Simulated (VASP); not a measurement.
Input:

```yaml
crystal:
  lattice:
    - [1.35890, -2.35368, 0.00000]
    - [1.35890, 2.35368, 0.00000]
    - [0.00000, 0.00000, 4.35364]
  atoms:
    - { symbol: Tc, position: [0.33333, 0.66667, 0.25000] }
    - { symbol: Tc, position: [0.66667, 0.33333, 0.75000] }
```

Computed with PBEsol GGA, VASP's PBE PAW potentials (set 64) (plane waves; VASP 6.6.1). Settings: 480 eV cut-off, 14×14×8 Γ-centred mesh, first-order Methfessel-Paxton smearing of 0.10 eV, potentials Tc_pv.

Each row applies one change to this cell, which was relaxed at other settings and keeps the small stress of the first row; at a fixed cut-off the stress holds a Pulay part, so it need not integrate to ΔE exactly. Stress is in GPa, positive when the cell is compressed.

```csv
change,ΔE (meV/atom),σxx,σyy,σzz,"largest shear component, with its sign (GPa)",largest force (eV/Å)
none,0.0,0.73,0.73,0.69,0.00,0.000
atom 2 (Tc) moved by -0.075 Å along y,4.5,2.80,-0.97,1.15,0.00,0.263
biaxial strain of +3.0 % in the xz plane,49.0,-18.39,-10.71,-19.87,0.00,0.111
isotropic strain of -0.5 %,4.8,5.89,5.89,5.89,0.00,0.000
isotropic strain of +2.0 %,?,?,?,?,?,?
atom 1 (Tc) moved by 0.100 Å along x,?,?,?,?,?,?
```

Q: Complete the blanks.

A: 
- isotropic strain of +2.0 %, ΔE (meV/atom): 42.2
- isotropic strain of +2.0 %, σxx: -16.52
- isotropic strain of +2.0 %, σyy: -16.52
- isotropic strain of +2.0 %, σzz: -16.69
- isotropic strain of +2.0 %, largest shear component, with its sign (GPa): 0.00
- isotropic strain of +2.0 %, largest force (eV/Å): 0.000
- atom 1 (Tc) moved by 0.100 Å along x, ΔE (meV/atom): 8.2
- atom 1 (Tc) moved by 0.100 Å along x, σxx: 1.07
- atom 1 (Tc) moved by 0.100 Å along x, σyy: 0.97
- atom 1 (Tc) moved by 0.100 Å along x, σzz: 1.30
- atom 1 (Tc) moved by 0.100 Å along x, largest shear component, with its sign (GPa): 2.40
- atom 1 (Tc) moved by 0.100 Å along x, largest force (eV/Å): 0.361

Failed runs are left out, and for metals the shear rows, which the mesh's noise covers.

The compound is Tc in the hcp structure.
